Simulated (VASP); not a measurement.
**H4CO: single point with PBE+D3(BJ)**

H4CO:

```xyz
36
Lattice="7.3803 0.0000 0.0000 0.0000 7.3803 0.0000 0.0000 0.0000 7.3803" Properties=species:S:1:pos:R:3 pbc="T T T"
C     3.5275    4.0789    3.9743
C     2.3187    2.5476   -0.8329
C     4.6264    1.0204    1.7602
C     0.7817    5.9388    3.4164
C     6.5035    1.0735    5.0609
C     5.7094    4.9159    6.3712
O     4.2607    5.0733    3.2126
O     2.0914    1.1921   -0.4763
O     4.3670    0.3981    0.4800
O    -0.1574    4.9919    3.6504
O     6.9858    0.3942    6.1982
O     7.1438    4.6139    6.3886
H     2.9912    3.3560    3.2990
H     5.2329    5.0372    3.4542
H     4.2439    3.5827    4.6384
H     2.8518    4.5360    4.6630
H     1.4640    2.8857   -1.4641
H     2.9140    0.8374   -0.0124
H     2.3638    3.1705    0.1070
H     3.2311    2.6701   -1.4607
H     4.1839    2.0536    1.9702
H     5.1441    0.6159   -0.1218
H     4.0868    0.3546    2.4890
H     5.7529    1.0240    2.0926
H     0.4286    6.6662    2.5715
H    -0.0396    4.6220    4.5674
H     0.9242    6.6072    4.2438
H     1.8016    5.6364    3.1101
H     5.5448    0.4887    4.6884
H     7.9253    0.6581    6.4502
H     6.3931    2.1507    5.2690
H     7.3248    0.9634    4.2938
H     5.1820    3.9582    6.2874
H     7.5698    5.4436    6.7455
H     5.3979    5.4614    7.2787
H     5.4467    5.4362    5.4794
```

The cell was built by a generator and needn't be a form met in nature.

```
Program                : VASP 6.6.1
Task                   : single point
Functional             : PBE
Dispersion             : D3(BJ)
Potentials or basis    : VASP PAW PBE potentials, release 64 (C, O, H)
Cutoff                 : 520 eV
k mesh                 : 1 × 1 × 1
Occupations            : fermi-dirac, width 0.02 eV
Spin                   : no spin polarisation
Dipole correction      : no
Further INCAR settings : LREAL = Auto; ALGO = Fast; EDIFF = 1e-07; NBANDS = 66
```

- Pressure: -1.4 GPa
- Largest force: 4.003 eV/Å
- Band gap on the k mesh: 4.79 eV, direct
- Dispersion energy per atom: -0.035 eV

Forces on the atoms (eV/Å):
```
C    1.457 -0.179 -0.855
C   -0.211  0.472  0.094
C    0.407 -0.364  2.084
C    1.057  3.070 -2.342
C    0.323 -1.228 -1.313
C    0.459 -0.756  0.897
O    0.058 -0.141  0.243
O   -0.144 -0.390  0.004
O    1.466  0.989 -0.145
O   -1.454 -2.168  0.414
O   -0.155 -0.534  1.307
O   -0.185  0.926  0.333
H    0.365  0.462  0.480
H   -0.644 -0.068 -0.329
H   -0.028 -0.570 -0.366
H   -0.952  0.638  0.366
H    0.356 -0.077  0.501
H   -0.239  0.052 -0.452
H    0.078 -0.091 -0.825
H   -0.262 -0.152  0.581
H    0.552 -0.829 -0.987
H   -0.647 -0.351  0.547
H    0.522  0.365 -0.369
H   -1.772 -0.017 -0.922
H    0.317 -1.225  0.977
H    0.031  0.324 -0.137
H    0.170  0.481  0.998
H   -0.227 -0.543 -0.093
H    1.599  1.451  0.621
H   -0.396  0.164 -0.136
H   -0.535  0.003 -0.132
H   -1.014  0.359 -0.048
H    0.148 -0.121  0.470
H   -0.377 -0.752 -0.516
H    0.025 -0.185 -0.248
H   -0.146  0.985 -0.704
```

Stress tensor (GPa, compression positive):
```
-3.49 -0.70 -0.59
-0.70 -0.23 -0.99
-0.59 -0.99 -0.56
```

Levels at points of the mesh, in eV from the valence-band top:
| k point | band 40 | band 41 | band 42 | band 43 | band 44 | band 45 |
| --- | --- | --- | --- | --- | --- | --- |
| (0.00, 0.00, 0.00) | -0.20 | -0.08 | 0.00 | 4.79 | 6.06 | 6.14 |

It took 46 s on 1 thread of Intel(R) Xeon(R) 6975P-C (Granite Rapids), with other jobs on the host, peak memory 0.41 GiB.
